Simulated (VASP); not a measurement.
Given:

```xyz
3
Lattice="4.0837 0.0000 0.0000 -2.0419 3.5366 0.0000 0.0000 0.0000 3.7053" Properties=species:S:1:pos:R:3 pbc="T T T"
S      2.0419     3.5366     3.7053
Ag     0.0000     2.3577     1.0574
Ag     2.0419     1.1789     2.6479
```

All values below come from PBEsol GGA, VASP's PBE PAW potentials (set 64) (plane waves; VASP). Run with 400 eV cut-off, 10×10×9 Γ-centred mesh, tetrahedra with Blöchl corrections, potentials S Ag.

### Question
Predict the energy per atom (σ→0), band gap (on the k-mesh) with the smallest direct gap where there is one.

### Answer

The band gap (on the k-mesh) comes out as none (metal, semimetal or under 0.01 eV). The energy per atom (σ→0) is -3.560 eV/atom.

The structure was generated: Ag2S was put into the CdI2 type (P-3m1), which need not be its known phase. It was relaxed first, which changed the volume by -17 %.
